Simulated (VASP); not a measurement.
BN (hex): computed properties

These are PBE GGA, VASP's PBE PAW potentials (set 64) (plane waves; VASP) values and carry that method's errors.

```json
{
 "space_group": "P6_3/mmc (194)",
 "cell": "a = 2.513 Å, b = 2.513 Å, c = 7.648 Å, α = 90.00°, β = 90.00°, γ = 120.00°",
 "volume_per_atom": "10.46 Å³/atom",
 "band gap (over mesh and band path)": "4.47 eV",
 "smallest direct gap (over mesh and band path)": "4.64 eV",
 "band_edge_character": "indirect, M-K at 0.89 to M",
 "density": "1.97 g/cm³",
 "mean ε∞ (DFPT)": "3.60",
 "mean ε∞ (independent particles)": "3.76",
 "mean static ε": "4.72",
 "optical Γ-point spectrum": "19 (×2), 54, 769, 801, 1338 (×2), 1338 (×2) cm⁻¹"
}
```

```xyz
4
Lattice="1.2564 -2.1762 0.0000 1.2564 2.1762 0.0000 0.0000 0.0000 7.6483" Properties=species:S:1:pos:R:3 pbc="T T T"
B      1.2564     0.7254     1.9121
B      1.2564    -0.7254     5.7362
N      1.2564    -0.7254     1.9121
N      1.2564     0.7254     5.7362
```

Measured: a 2.504 Å at 297 K (computed value off by +0.4 %), c 6.661 Å at 297 K (computed value off by +14.8 %), as given by Ioffe Institute, New Semiconductor Materials archive. The calculation is for a static lattice, while the measured a, c hold thermal and zero-point effects, which are part of the difference. A miss this large can also come from another phase, state or cell setting, or from a fault of the measured value. Without a dispersion term in the relaxation, distances and binding between the weakly bound layers, chains or molecules are unreliable, and so is what depends on them.

The compound is BN in the hex structure. It was relaxed first, which changed the volume by +16 %. Symmetry was kept, so distortions that lower it aren't found.
